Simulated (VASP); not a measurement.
The system is Ta2SiO3.

```
Ta Si O
1.0
     3.39651   -3.49306    0.00000
     3.39651    3.49306    0.00000
     0.00000    0.00000    3.10537
Ta Si O
2 1 3
Cartesian
  1.6983 1.7465 0.0000
  1.6983 -1.7465 0.0000
  3.3965 0.0000 0.0000
  3.3965 0.0000 1.5527
  3.3965 2.8012 0.0000
  3.3965 -2.8012 0.0000
```

The cell was built by a generator and needn't be a form met in nature.

| Item | Value |
| --- | --- |
| Program | VASP 6.6.1 |
| Task | relaxation of cell and atoms |
| Functional | PBE |
| Potentials or basis | VASP PAW PBE potentials, release 64 (Ta_pv, Si, O) |
| Cutoff | 520 eV |
| k mesh | 3 × 3 × 5 |
| Occupations | gaussian, width 0.15 eV |
| Spin | no spin polarisation |

At the start: pressure 45.4 GPa; volume 12.28 Å³/atom.

Question: Where does the relaxation end?

Answer: Over 19 steps the energy falls by 1030.9 meV/atom and the volume is 16.30 Å³/atom (+32.7 %); space group Cmmm (No. 65, to 0.05 Å).

Step by step:
| step | energy change (eV) | largest force (eV/Å) | pressure (GPa) | volume (Å³) |
| --- | --- | --- | --- | --- |
| 1 | 0.0000 | 4.1979 | 45.40 | 73.69 |
| 2 | -2.4297 | 4.3901 | -25.18 | 117.28 |
| 3 | -3.5842 | 5.3863 | -10.41 | 98.97 |
| 4 | -5.1133 | 2.9652 | 0.86 | 108.36 |
| 5 | -5.7308 | 0.2022 | -6.13 | 105.53 |
| 6 | -5.7329 | 0.0079 | -6.57 | 105.30 |
| 7 | -6.0269 | 1.1178 | 7.02 | 95.70 |
| 8 | -6.0466 | 0.8882 | 4.12 | 97.48 |
| 9 | -6.0623 | 0.6614 | -1.41 | 98.04 |
| 10 | -6.1314 | 0.0520 | 0.83 | 97.81 |
| 11 | -6.1661 | 0.1344 | -0.35 | 98.76 |
| 12 | -6.1722 | 0.1661 | -0.66 | 99.18 |
| 13 | -6.1665 | 0.2282 | -1.66 | 99.99 |
| 14 | -6.1730 | 0.1849 | -0.77 | 99.36 |
| 15 | -6.1730 | 0.1853 | -0.95 | 99.44 |
| 16 | -6.1773 | 0.3745 | 0.67 | 98.46 |
| 17 | -6.1775 | 0.3579 | 0.52 | 98.62 |
| 18 | -6.1816 | 0.2474 | 0.35 | 98.39 |
| 19 | -6.1856 | 0.0019 | 0.31 | 97.81 |

Final structure:
```xyz
6
Lattice="3.2961 -4.4369 0.0000 3.2961 4.4369 0.0000 0.0000 0.0000 3.3442" Properties=species:S:1:pos:R:3 pbc="T T T"
Ta    1.6480    2.2185    0.0000
Ta    1.6480   -2.2185    0.0000
Si    3.2961    0.0000    0.0000
O     3.2961    0.0000    1.6721
O     3.2961    3.2003    0.0000
O     3.2961   -3.2003    0.0000
```

Caveat: the k mesh is coarse (spacing up to 0.43 Å⁻¹), so the values aren't converged; the volume moved by over 15 % at a fixed basis, so the end points are rough.
